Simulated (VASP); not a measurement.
The system is Ti.

```
Ti
1.0
     2.93573    0.00000    0.00000
    -1.46787    2.54242    0.00000
     0.00000    0.00000    4.64086
Ti
2
Direct
  0.33333 0.66667 0.25000
  0.66667 0.33333 0.75000
```

| Item | Value |
| --- | --- |
| Program | VASP 6.6.1 |
| Task | relaxation of cell and atoms |
| Functional | PBEsol |
| Potentials or basis | VASP PAW PBE potentials, release 64 (Ti_sv) |
| Cutoff | 600 eV |
| k mesh | 18 × 18 × 10 |
| Occupations | gaussian, width 0.1 eV |
| Spin | no spin polarisation |

At the start: pressure -4.2 GPa; volume 17.32 Å³/atom.

Task: How do energy, volume and symmetry change on relaxing?

Result: Over 8 steps the energy falls by 8.5 meV/atom and the volume is 16.68 Å³/atom (-3.7 %); space group P6_3/mmc (No. 194, to 0.05 Å).

The path:
```
step  energy change (eV)  largest force (eV/Å)  pressure (GPa)  volume (Å³)
   1              0.0000                0.0000           -4.17        34.64
   2             -0.0068                0.0000            3.55        32.43
   3             -0.0170                0.0000            0.10        33.37
   4             -0.0170                0.0000           -0.07        33.40
   5             -0.0170                0.0000           -0.12        33.40
   6             -0.0170                0.0000           -0.11        33.40
   7             -0.0170                0.0000           -0.06        33.38
   8             -0.0170                0.0000            0.01        33.36
```

Final structure:
```
Ti
1.0
     2.89773    0.00000    0.00000
    -1.44887    2.50951    0.00000
     0.00000    0.00000    4.58743
Ti
2
Direct
  0.33333 0.66667 0.25000
  0.66667 0.33333 0.75000
```

Caveat: the PAW data sets were made with another functional, which shifts forces and pressure a little.
